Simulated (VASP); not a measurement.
These are PBE GGA, VASP's PBE PAW potentials (set 64) (plane waves; VASP 6.6.1) values and carry that method's errors.

Input for VASP

### POSCAR
```
BP
1
    0.0000000000     2.3154000000     2.3154000000
    2.3154000000     0.0000000000     2.3154000000
    2.3154000000     2.3154000000     0.0000000000
B P
1 1
Direct
  0.0000000000   0.0000000000   0.0000000000
  0.2500000000   0.2500000000   0.2500000000
```

**INCAR**
```
ENCUT  =  520   # plane-wave cut-off (eV)
LREAL  =  F
NELM  =  100   # most electronic steps
PREC  =  Accurate
ISIF  =  2   # forces and stress, cell fixed
SIGMA  =  0.05   # width (eV)
GGA  =  PE   # PBE
LASPH  =  T   # aspherical one-centre terms
ISMEAR  =  0   # Gaussian
LCHARG  =  F
ALGO  =  Normal
LWAVE  =  F
EDIFF  =  1E-6
SYSTEM  =  BP
```

KPOINTS:
```
K-points
0
Gamma
  7 7 7
```

POTCAR, in this order: B P (PBE.64 set). Program: vasp_std.

The resulting files:

### OSZICAR
```
       N       E                     dE             d eps       ncg     rms          rms(c)
DAV:   1     0.835023716119E+01    0.83502E+01   -0.40769E+03   320   0.897E+02
DAV:   2    -0.132456235379E+02   -0.21596E+02   -0.20854E+02   520   0.108E+02
DAV:   3    -0.134772782650E+02   -0.23165E+00   -0.23165E+00   376   0.143E+01
DAV:   4    -0.134778956854E+02   -0.61742E-03   -0.61742E-03   536   0.722E-01
DAV:   5    -0.134778959472E+02   -0.26183E-06   -0.26183E-06   376   0.115E-02    0.660E+00
DAV:   6    -0.129716286364E+02    0.50627E+00   -0.14362E+00   344   0.634E+00    0.362E+00
DAV:   7    -0.128979347967E+02    0.73694E-01   -0.19945E-01   464   0.274E+00    0.123E+00
DAV:   8    -0.128905460211E+02    0.73888E-02   -0.26324E-02   360   0.111E+00    0.189E-01
DAV:   9    -0.128908612082E+02   -0.31519E-03   -0.51694E-04   432   0.199E-01    0.988E-02
DAV:  10    -0.128910698964E+02   -0.20869E-03   -0.31468E-04   376   0.139E-01    0.276E-02
DAV:  11    -0.128910795751E+02   -0.96787E-05   -0.12656E-05   432   0.307E-02    0.275E-02
DAV:  12    -0.128910804345E+02   -0.85941E-06   -0.31915E-06   336   0.116E-02
   1 F= -.12891080E+02 E0= -.12891080E+02  d E =-.883767E-12
```

### OUTCAR
```
------------------------ aborting loop because EDIFF is reached ----------------------------------------
  FORCE on cell =-STRESS in cart. coord.  units (eV):
  Direction    XX          YY          ZZ          XY          YZ          ZX
  --------------------------------------------------------------------------------------
  Total       -1.2427956     -1.2427956     -1.2427956      0.0000000      0.0000000      0.0000000
  in kB      -80.2051429    -80.2051429    -80.2051429      0.0000000      0.0000000      0.0000000
  external PRESSURE =     -80.2051429 kB  Pullay stress =       0.0000000 kB
  volume of cell :       24.83
      direct lattice vectors                 reciprocal lattice vectors
     0.000000000  2.315400000  2.315400000    -0.215945409  0.215945409  0.215945409
     2.315400000  0.000000000  2.315400000     0.215945409 -0.215945409  0.215945409
     2.315400000  2.315400000  0.000000000     0.215945409  0.215945409 -0.215945409
  FREE ENERGIE OF THE ION-ELECTRON SYSTEM (eV)
  ---------------------------------------------------
  free  energy   TOTEN  =       -12.8910804345 eV

  energy  without entropy=      -12.8910804345  energy(sigma->0) =      -12.89108043
```
(Selected blocks of OUTCAR.)

The compound is BP in the zinc blende structure. The cell was not relaxed at this level.
